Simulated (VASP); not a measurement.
OSZICAR of a VASP run on NiSb (NiAs type):

File OSZICAR:
```
       N       E                     dE             d eps       ncg     rms          rms(c)
DAV:   1     0.160006163077E+03    0.16001E+03   -0.10592E+04   152   0.132E+03
DAV:   2    -0.128708404145E+02   -0.17288E+03   -0.16703E+03   152   0.301E+02
DAV:   3    -0.211554097779E+02   -0.82846E+01   -0.79902E+01   191   0.791E+01
DAV:   4    -0.213624995436E+02   -0.20709E+00   -0.20563E+00   167   0.117E+01
DAV:   5    -0.213711015362E+02   -0.86020E-02   -0.85986E-02   188   0.251E+00    0.142E+01
DAV:   6    -0.264712146481E+02   -0.51001E+01   -0.54781E+01   166   0.115E+02    0.222E+01
DAV:   7    -0.198986402355E+02    0.65726E+01   -0.14844E+01   164   0.731E+01    0.466E+00
DAV:   8    -0.198380963327E+02    0.60544E-01   -0.22313E+00   204   0.166E+01    0.264E+00
DAV:   9    -0.197952883303E+02    0.42808E-01   -0.21268E-01   188   0.632E+00    0.708E-01
DAV:  10    -0.197937643933E+02    0.15239E-02   -0.57090E-03   207   0.786E-01    0.442E-01
DAV:  11    -0.197929622551E+02    0.80214E-03   -0.36625E-03   217   0.768E-01    0.218E-01
DAV:  12    -0.197928677567E+02    0.94498E-04   -0.33226E-04   155   0.169E-01    0.107E-01
DAV:  13    -0.197928428544E+02    0.24902E-04   -0.38744E-05   197   0.474E-02    0.534E-02
DAV:  14    -0.197928337492E+02    0.91053E-05   -0.27964E-05   209   0.712E-02    0.275E-03
DAV:  15    -0.197928344392E+02   -0.69004E-06   -0.45220E-06   161   0.161E-02
   1 F= -.19792834E+02 E0= -.19786667E+02  d E =-.185010E-01
```

Which electronic solver shows in the log?

It is blocked Davidson (ALGO = Normal, or the opening steps of other solvers). The INCAR had ALGO = Normal.

How was spin treated?

Without spin polarisation: there is no mag entry.

Can the final energy be trusted as converged?

Self-consistency was reached. It stopped with EDIFF = 1E-6, NELM = 100 (PBE GGA, plane waves, VASP's PBE PAW potentials (set 64)).

The compound is NiSb in the NiAs type structure. The cell was not relaxed at this level. The k-mesh is coarse (spacing up to 0.90 per Å, 2π included), so the numbers may not be converged in it. The run is one of a series of settings (KPOINTS 2×2×2 Γ-centred mesh against the base run), some of them coarse on purpose. The run is not spin-polarised, so no magnetic state was tried.
